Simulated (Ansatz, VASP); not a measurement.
One calculation of SrMg, two programs

The input INCAR:

```
SYSTEM = SrMg
PREC = Accurate ; ENCUT = 520
EDIFF = 1E-6 ; ISMEAR = -1
SIGMA = 0.05 ; LREAL = .False.
LASPH = .True. ; NELM = 60
ALGO = Normal ; ISIF = 2
LWAVE = .False. ; LCHARG = .False.
GGA = CA ; NBANDS = 13
```

File KPOINTS:

```
regular mesh
0
Gamma
  9 9 9
  0 0 0
```

Contents of POSCAR:

```
SrMg
1.0
    3.9764900074      0.0000000000      0.0000000000
    0.0000000000      3.9764900074      0.0000000000
    0.0000000000      0.0000000000      3.9764900074
Sr Mg
1 1
Direct
    0.5000000000      0.5000000000      0.5000000000
    0.0000000000      0.0000000000      0.0000000000
```

Input for Ansatz:

```yaml
crystal:
  lattice:
    - [3.9764900074, 0.0, 0.0]
    - [0.0, 3.9764900074, 0.0]
    - [0.0, 0.0, 3.9764900074]
  atoms:
    - { symbol: Sr, position: [0.5, 0.5, 0.5] }
    - { symbol: Mg, position: [0.0, 0.0, 0.0] }
kpoints:
  mp_grid: { grid: [9, 9, 9] }
  band_path:
    path:
      - [0.0, 0.0, 0.0]
      - [0.0, 0.5, 0.0]
      - [0.5, 0.5, 0.0]
      - [0.0, 0.0, 0.0]
      - [0.5, 0.5, 0.5]
      - [0.0, 0.5, 0.0]
      - [0.5, 0.5, 0.5]
      - [0.5, 0.5, 0.0]
    npoints: 5
scf:
  occupations: { method: fermi_dirac, width: 0.05 }
hamiltonian:
  xc: lda
  pseudopotentials: { kind: all_electron, lapw: { basis_error: 0.0005 } }
output:
  forces: true
  stress: true
  eigenvalues: true
```

Change from the starting cell: volume scaled by 1.06.

Alike in both runs: task single point; functional LDA; k mesh 9 × 9 × 9; occupations fermi-dirac, width 0.05 eV; no spin polarisation.

|  | VASP | Ansatz |
| --- | --- | --- |
| version | VASP 6.6.1 | Ansatz 0.2.0 |
| potentials or method | VASP PAW LDA potentials, release 64 (Sr_sv, Mg) | all-electron LAPW, scalar-relativistic |
| plane-wave cutoff (eV) | 520 | see its input |

Ansatz gave:

* pressure (GPa): 1.6

Problem. Estimate VASP's values.

Solution. Pressure (GPa): 1.4.

Ansatz ran all-electron here, so the differences hold the error of VASP's frozen core and of both bases.
